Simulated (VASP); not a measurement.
These are PBE GGA, VASP's PBE PAW potentials (set 64) (plane waves; VASP) values and carry that method's errors.

The input files of a VASP run:

### INCAR
```
ISIF = 2   # forces and stress, cell fixed
SIGMA = 0.05   # width (eV)
EDIFFG = -0.03
ISYM = 0
LWAVE = .TRUE.
LREAL = Auto   # projection in real space or not
SYSTEM = Ga32As32H
LMAXMIX = 4
LCHARG = .FALSE.
PREC = Normal
ISMEAR = 0
IBRION = 2   # conjugate gradients
NSW = 60   # most ionic steps
LASPH = .TRUE.   # aspherical one-centre terms
NELMIN = 4
NELECT = 258.0
NELM = 100
EDIFF = 1E-5   # SCF stop (eV)
ENCUT = 400   # plane-wave cut-off (eV)
ALGO = Fast
GGA = PE
```

File KPOINTS:
```
Automatic mesh
0
Gamma
1 1 1
0 0 0
```

POSCAR:
```
Ga32As32H
1
   11.5222104212    -0.0000000000    -0.0000000000
   -0.0000000000    11.5222104212     0.0000000000
    0.0000000000     0.0000000000    11.5222104212
Ga As H
32 32 1
Direct
  0.5000000000   0.0000000000   0.0000000000
  0.7500000000   0.2500000000   0.0000000000
  0.7500000000   0.0000000000   0.2500000000
  0.0000000000   0.0000000000   0.0000000000
  0.2500000000   0.2500000000   0.0000000000
  0.5000000000   0.5000000000   0.0000000000
  0.7500000000   0.7500000000   0.0000000000
  0.2500000000   0.0000000000   0.2500000000
  0.5017910000   0.2543520000   0.2512100000
  0.7500000000   0.5000000000   0.2500000000
  0.5000000000   0.0000000000   0.5000000000
  0.7500000000   0.2500000000   0.5000000000
  0.7500000000   0.0000000000   0.7500000000
  0.0000000000   0.5000000000   0.0000000000
  0.2500000000   0.7500000000   0.0000000000
  0.0000000000   0.2500000000   0.2500000000
  0.2496410000   0.5003870000   0.2506770000
  0.5000000000   0.7500000000   0.2500000000
  0.0000000000   0.0000000000   0.5000000000
  0.2457750000   0.2465610000   0.4977460000
  0.4981490000   0.5003530000   0.4965860000
  0.7500000000   0.7500000000   0.5000000000
  0.2500000000   0.0000000000   0.7500000000
  0.5000000000   0.2500000000   0.7500000000
  0.7500000000   0.5000000000   0.7500000000
  0.0000000000   0.7500000000   0.2500000000
  0.0000000000   0.5000000000   0.5000000000
  0.2500000000   0.7500000000   0.5000000000
  0.0000000000   0.2500000000   0.7500000000
  0.2500000000   0.5000000000   0.7500000000
  0.5000000000   0.7500000000   0.7500000000
  0.0000000000   0.7500000000   0.7500000000
  0.6250000000   0.1250000000   0.1250000000
  0.8750000000   0.3750000000   0.1250000000
  0.8750000000   0.1250000000   0.3750000000
  0.1250000000   0.1250000000   0.1250000000
  0.3774170000   0.3754320000   0.1219760000
  0.6250000000   0.6250000000   0.1250000000
  0.8750000000   0.8750000000   0.1250000000
  0.3780130000   0.1259340000   0.3746050000
  0.6207370000   0.3718100000   0.3762860000
  0.8750000000   0.6250000000   0.3750000000
  0.6250000000   0.1250000000   0.6250000000
  0.8750000000   0.3750000000   0.6250000000
  0.8750000000   0.1250000000   0.8750000000
  0.1250000000   0.6250000000   0.1250000000
  0.3750000000   0.8750000000   0.1250000000
  0.1255950000   0.3750950000   0.3750590000
  0.3708880000   0.6223310000   0.3729020000
  0.6250000000   0.8750000000   0.3750000000
  0.1250000000   0.1250000000   0.6250000000
  0.3781380000   0.3706690000   0.6216780000
  0.6250000000   0.6250000000   0.6250000000
  0.8750000000   0.8750000000   0.6250000000
  0.3750000000   0.1250000000   0.8750000000
  0.6250000000   0.3750000000   0.8750000000
  0.8750000000   0.6250000000   0.8750000000
  0.1250000000   0.8750000000   0.3750000000
  0.1250000000   0.6250000000   0.6250000000
  0.3750000000   0.8750000000   0.6250000000
  0.1250000000   0.3750000000   0.8750000000
  0.3750000000   0.6250000000   0.8750000000
  0.6250000000   0.8750000000   0.8750000000
  0.1250000000   0.8750000000   0.8750000000
  0.3730730000   0.3734040000   0.3773570000
```

POTCAR, in this order: Ga As H (PBE.64 set). Program: vasp_gam.

What VASP printed:

File OSZICAR:
```
...
   1 F= -.25811156E+03 E0= -.25811142E+03  d E =-.258112E+03
       N       E                     dE             d eps       ncg     rms          rms(c)
DAV:   1    -0.258254587681E+03   -0.14303E+00   -0.36900E+00   368   0.349E+00    0.715E-01
RMM:   2    -0.258275129163E+03   -0.20541E-01   -0.26940E-01   324   0.903E-01    0.226E-01
RMM:   3    -0.258278272940E+03   -0.31438E-02   -0.39289E-02   335   0.353E-01    0.137E-01
RMM:   4    -0.258278377620E+03   -0.10468E-03   -0.64856E-03   331   0.141E-01    0.544E-02
RMM:   5    -0.258278522345E+03   -0.14472E-03   -0.16134E-03   349   0.665E-02    0.260E-02
RMM:   6    -0.258278545303E+03   -0.22958E-04   -0.28845E-04   335   0.289E-02    0.953E-03
RMM:   7    -0.258278551292E+03   -0.59890E-05   -0.65755E-05   268   0.138E-02
   2 F= -.25827855E+03 E0= -.25827849E+03  d E =-.166992E+00
       N       E                     dE             d eps       ncg     rms          rms(c)
DAV:   1    -0.258294784447E+03   -0.16239E-01   -0.11458E+00   328   0.196E+00    0.391E-01
RMM:   2    -0.258301097052E+03   -0.63126E-02   -0.82805E-02   324   0.507E-01    0.125E-01
RMM:   3    -0.258302038361E+03   -0.94131E-03   -0.11846E-02   333   0.197E-01    0.709E-02
RMM:   4    -0.258302089242E+03   -0.50881E-04   -0.21018E-03   331   0.793E-02    0.273E-02
RMM:   5    -0.258302136463E+03   -0.47221E-04   -0.49067E-04   349   0.367E-02    0.152E-02
RMM:   6    -0.258302142878E+03   -0.64150E-05   -0.82179E-05   292   0.158E-02
   3 F= -.25830214E+03 E0= -.25830209E+03  d E =-.190584E+00
       N       E                     dE             d eps       ncg     rms          rms(c)
DAV:   1    -0.258328302586E+03   -0.26166E-01   -0.46346E-01   368   0.129E+00    0.232E-01
RMM:   2    -0.258330038304E+03   -0.17357E-02   -0.26612E-02   324   0.299E-01    0.778E-02
RMM:   3    -0.258330370715E+03   -0.33241E-03   -0.42985E-03   335   0.122E-01    0.507E-02
RMM:   4    -0.258330384501E+03   -0.13786E-04   -0.69145E-04   326   0.483E-02    0.191E-02
RMM:   5    -0.258330403328E+03   -0.18827E-04   -0.19156E-04   339   0.237E-02    0.875E-03
RMM:   6    -0.258330405733E+03   -0.24047E-05   -0.34599E-05   225   0.103E-02
   4 F= -.25833041E+03 E0= -.25833036E+03  d E =-.282629E-01
       N       E                     dE             d eps       ncg     rms          rms(c)
DAV:   1    -0.258342244413E+03   -0.11841E-01   -0.72881E-01   344   0.162E+00    0.289E-01
RMM:   2    -0.258344986063E+03   -0.27417E-02   -0.41720E-02   324   0.374E-01    0.977E-02
RMM:   3    -0.258345505260E+03   -0.51920E-03   -0.67594E-03   335   0.152E-01    0.635E-02
RMM:   4    -0.258345528992E+03   -0.23733E-04   -0.11142E-03   328   0.606E-02    0.234E-02
RMM:   5    -0.258345557838E+03   -0.28846E-04   -0.28885E-04   340   0.293E-02    0.109E-02
RMM:   6    -0.258345561767E+03   -0.39287E-05   -0.54481E-05   246   0.128E-02
   5 F= -.25834556E+03 E0= -.25834551E+03  d E =-.434189E-01
       N       E                     dE             d eps       ncg     rms          rms(c)
DAV:   1    -0.258364822198E+03   -0.19264E-01   -0.52658E-01   324   0.135E+00    0.211E-01
RMM:   2    -0.258366710982E+03   -0.18888E-02   -0.23853E-02   324   0.288E-01    0.775E-02
RMM:   3    -0.258367093577E+03   -0.38260E-03   -0.39202E-03   339   0.116E-01    0.505E-02
RMM:   4    -0.258367121656E+03   -0.28079E-04   -0.55428E-04   325   0.452E-02    0.184E-02
RMM:   5    -0.258367137326E+03   -0.15669E-04   -0.13963E-04   332   0.217E-02    0.687E-03
RMM:   6    -0.258367139225E+03   -0.18987E-05   -0.27540E-05   216   0.942E-03
   6 F= -.25836714E+03 E0= -.25836708E+03  d E =-.215775E-01
       N       E                     dE             d eps       ncg     rms          rms(c)
DAV:   1    -0.258374704726E+03   -0.75674E-02   -0.75105E-01   336   0.162E+00    0.254E-01
RMM:   2    -0.258377434942E+03   -0.27302E-02   -0.34270E-02   324   0.346E-01    0.934E-02
RMM:   3    -0.258377978612E+03   -0.54367E-03   -0.55958E-03   338   0.140E-01    0.607E-02
RMM:   4    -0.258378023264E+03   -0.44652E-04   -0.84393E-04   327   0.549E-02    0.217E-02
RMM:   5    -0.258378045053E+03   -0.21789E-04   -0.19322E-04   337   0.259E-02    0.838E-03
RMM:   6    -0.258378048133E+03   -0.30796E-05   -0.39990E-05   231   0.115E-02
   7 F= -.25837805E+03 E0= -.25837798E+03  d E =-.324864E-01
       N       E                     dE             d eps       ncg     rms          rms(c)
DAV:   1    -0.258378319722E+03   -0.27467E-03   -0.35706E-02   376   0.353E-01    0.554E-02
RMM:   2    -0.258378453909E+03   -0.13419E-03   -0.16519E-03   324   0.763E-02    0.204E-02
RMM:   3    -0.258378481209E+03   -0.27300E-04   -0.27566E-04   340   0.309E-02    0.134E-02
RMM:   4    -0.258378483313E+03   -0.21040E-05   -0.38741E-05   233   0.120E-02
   8 F= -.25837848E+03 E0= -.25837841E+03  d E =-.329215E-01
       N       E                     dE             d eps       ncg     rms          rms(c)
DAV:   1    -0.258388185261E+03   -0.97041E-02   -0.98362E-01   324   0.186E+00    0.281E-01
RMM:   2    -0.258391675892E+03   -0.34906E-02   -0.46445E-02   324   0.394E-01    0.103E-01
RMM:   3    -0.258392461353E+03   -0.78546E-03   -0.81661E-03   337   0.165E-01    0.724E-02
RMM:   4    -0.258392512523E+03   -0.51170E-04   -0.11954E-03   329   0.644E-02    0.298E-02
RMM:   5    -0.258392538883E+03   -0.26360E-04   -0.29601E-04   332   0.320E-02    0.946E-03
RMM:   6    -0.258392543228E+03   -0.43454E-05   -0.69622E-05   268   0.145E-02
   9 F= -.25839254E+03 E0= -.25839244E+03  d E =-.140599E-01
       N       E                     dE             d eps       ncg     rms          rms(c)
DAV:   1    -0.258392971033E+03   -0.43215E-03   -0.76048E-02   376   0.517E-01    0.772E-02
RMM:   2    -0.258393251820E+03   -0.28079E-03   -0.36502E-03   324   0.111E-01    0.287E-02
RMM:   3    -0.258393314395E+03   -0.62575E-04   -0.64588E-04   339   0.464E-02    0.203E-02
RMM:   4    -0.258393318229E+03   -0.38341E-05   -0.95531E-05   303   0.182E-02
  10 F= -.25839332E+03 E0= -.25839321E+03  d E =-.148349E-01
       N       E                     dE             d eps       ncg     rms          rms(c)
DAV:   1    -0.258395380290E+03   -0.20659E-02   -0.20484E-01   324   0.848E-01    0.143E-01
RMM:   2    -0.258396310009E+03   -0.92972E-03   -0.11696E-02   324   0.198E-01    0.484E-02
RMM:   3    -0.258396497425E+03   -0.18742E-03   -0.19150E-03   335   0.804E-02    0.330E-02
RMM:   4    -0.258396508252E+03   -0.10827E-04   -0.27565E-04   326   0.314E-02    0.131E-02
RMM:   5    -0.258396514700E+03   -0.64481E-05   -0.68376E-05   276   0.153E-02
  11 F= -.25839651E+03 E0= -.25839640E+03  d E =-.319647E-02
       N       E                     dE             d eps       ncg     rms          rms(c)
DAV:   1    -0.258396566948E+03   -0.58696E-04   -0.87067E-03   384   0.175E-01    0.300E-02
RMM:   2    -0.258396610817E+03   -0.43869E-04   -0.52760E-04   324   0.421E-02    0.105E-02
RMM:   3    -0.258396619951E+03   -0.91340E-05   -0.88946E-05   276   0.173E-02    0.753E-03
RMM:   4    -0.258396620512E+03   -0.56078E-06   -0.12741E-05   195   0.675E-03
  12 F= -.25839662E+03 E0= -.25839650E+03  d E =-.330228E-02
       N       E                     dE             d eps       ncg     rms          rms(c)
DAV:   1    -0.258397385550E+03   -0.76560E-03   -0.83346E-02   324   0.543E-01    0.936E-02
RMM:   2    -0.258397746766E+03   -0.36122E-03   -0.48245E-03   324   0.128E-01    0.321E-02
RMM:   3    -0.258397817658E+03   -0.70892E-04   -0.80743E-04   340   0.521E-02    0.215E-02
RMM:   4    -0.258397818588E+03   -0.93034E-06   -0.11102E-04   316   0.202E-02    0.779E-03
RMM:   5    -0.258397821363E+03   -0.27747E-05   -0.29041E-05   221   0.988E-03
  13 F= -.25839782E+03 E0= -.25839771E+03  d E =-.120085E-02
```

File OUTCAR:
```
------------------------ aborting loop because EDIFF is reached ----------------------------------------
  FORCE on cell =-STRESS in cart. coord.  units (eV):
  Direction    XX          YY          ZZ          XY          YZ          ZX
  --------------------------------------------------------------------------------------
  Total       10.6544152     10.6487087     10.6351166     -0.0641666     -0.0239495      0.0238409
  in kB       11.1591931     11.1532162     11.1389802     -0.0672066     -0.0250842      0.0249705
  external PRESSURE =      11.1504632 kB  Pullay stress =       0.0000000 kB
  volume of cell :     1529.70
      direct lattice vectors                 reciprocal lattice vectors
    11.522210421  0.000000000  0.000000000     0.086788903  0.000000000  0.000000000
     0.000000000 11.522210421  0.000000000     0.000000000  0.086788903  0.000000000
     0.000000000  0.000000000 11.522210421     0.000000000  0.000000000  0.086788903
  FREE ENERGIE OF THE ION-ELECTRON SYSTEM (eV)
  ---------------------------------------------------
  free  energy   TOTEN  =      -258.3978213631 eV

  energy  without entropy=     -258.3975900551  energy(sigma->0) =     -258.39770571

 reached required accuracy - stopping structural energy minimisation
```
(Selected blocks of OUTCAR.)

**CONTCAR**
```
Ga32As32H
   1.00000000000000
    11.5222104212000005    0.0000000000000000    0.0000000000000000
     0.0000000000000000   11.5222104212000005    0.0000000000000000
     0.0000000000000000    0.0000000000000000   11.5222104212000005
  Ga              As              H
    32    32     1
Direct
     0.5011903404355191    0.0007146487229329    0.0006671923233788
     0.7490356668825788    0.2487822384406848    0.0005434595367647
     0.7490287570241398    0.0006225274344986    0.2488046402961331
     0.0002311507000724    0.0000773667933227    0.0000931466573577
     0.2499720021222498    0.2497773079438450    0.9981279634075289
     0.5002492071640885    0.5002358185514587    0.9980213833455405
     0.7500445899376903    0.7499736726017993    0.0001452386217156
     0.2498862216723029    0.9978831009337905    0.2494519363434790
     0.4923929508460246    0.2569039445030487    0.2569656458091504
     0.7518055274257275    0.5001041202677793    0.2496710557680611
     0.5002129566809623    0.9981978435307040    0.4999650016493004
     0.7515530368945685    0.2496843159186482    0.5001925407064833
     0.7501584993824497    0.9996695883640344    0.7500463939878274
     0.0006136751427362    0.5012384420835849    0.0005155471639224
     0.2488378860360828    0.7489129635141499    0.0004534557079879
     0.9978520466105264    0.2497423430193869    0.2496128721268790
     0.2569218215802103    0.4928286085903632    0.2568168411965823
     0.4997785277011509    0.7514866087331129    0.2498531108229027
     0.0006052576472941    0.0007029254968220    0.5012808965480150
     0.2572279188934516    0.2574710891287160    0.4923413560861085
     0.4926222502127480    0.4919386301706101    0.4924797078743916
     0.7489586041583867    0.7489240598435920    0.5011712941480118
     0.2486652308751131    0.0006866398807907    0.7489271869819568
     0.5002093513164534    0.2495644867035439    0.7516904498075888
     0.7490178605728666    0.5011748216874770    0.7487824023463322
     0.0006869393194450    0.7492743588940516    0.2487072840472311
     0.9981562387535037    0.5000478929726044    0.4999214793338850
     0.2497120895915169    0.7515355118207181    0.4998641906847331
     0.0007823704614566    0.2486738176985592    0.7490317355652716
     0.2496592106573953    0.5001657004833844    0.7517645005556638
     0.5011601769605143    0.7492659490070183    0.7488606412625286
     0.0000879983097229    0.7496788342254305    0.7499870112163141
     0.6218852494151309    0.1279638914096432    0.1278778543199649
     0.8748960670369899    0.3750373657438200    0.1236853020220891
     0.8748394508593670    0.1237864944405689    0.3750113663192270
     0.1252509060192824    0.1251841948644214    0.1251897044222359
     0.3749362540351078    0.3751735067652465    0.1214472995952677
     0.6248373640992286    0.6248149974393162    0.1252689173306936
     0.8750132289012855    0.8750656263335791    0.1249837108238230
     0.3747566087239998    0.1214155650460217    0.3749080002893840
     0.6283088523530491    0.3746209427256798    0.3745869374027488
     0.8749358995666099    0.6260035089103497    0.3748840065197888
     0.6249042301043874    0.1249454750946859    0.6248392658074837
     0.8749719822225374    0.3749328338634633    0.6259043943936360
     0.8750494844756094    0.1249314438507156    0.8749357983591400
     0.1277350089499875    0.6219693416057203    0.1276651882588350
     0.3749516374663196    0.8747497672578308    0.1236741633488763
     0.1214903080252523    0.3748979264360463    0.3746210649771377
     0.3747690282486910    0.6277050360408035    0.3748259102765512
     0.6259418392708745    0.8747799704172337    0.3748980573241480
     0.1279423443792680    0.1279812859838381    0.6218202495684214
     0.3748391938187232    0.3747888763274015    0.6284054502443284
     0.6215031596327995    0.6215840789932032    0.6216205430365410
     0.8749309216404141    0.8746660705488650    0.6249922507132346
     0.3749303976752973    0.1237420055590854    0.8748631434686879
     0.6260626410121267    0.3749962657667487    0.8748057499818376
     0.8747890050487743    0.6249633724514331    0.8748212728674473
     0.1238617337507567    0.8749921980059133    0.3749091503223390
     0.1251512432639452    0.6246616880713112    0.6247062149260325
     0.3748920623755832    0.8749600386070588    0.6257827882390677
     0.1239005012588225    0.3749204484470554    0.8749188439058405
     0.3750444082170243    0.6260218408505901    0.8747171434431447
     0.6250531879740469    0.8748552806665945    0.8749248996951108
     0.1250165747450707    0.8749095338478251    0.8748975840938785
     0.3745098634646800    0.3743669496674708    0.3759322117740428
```

The cell is charged, with a uniform compensating background. The supercell is sampled at Γ alone, which is coarse: total energies, pressure and levels can be off, energies of defects by several tenths of an eV.

The cell is a supercell with a defect, built from GaAs (zinc blende): H_i, charge -1. The run is not spin-polarised, so no state with unpaired spins was tried.
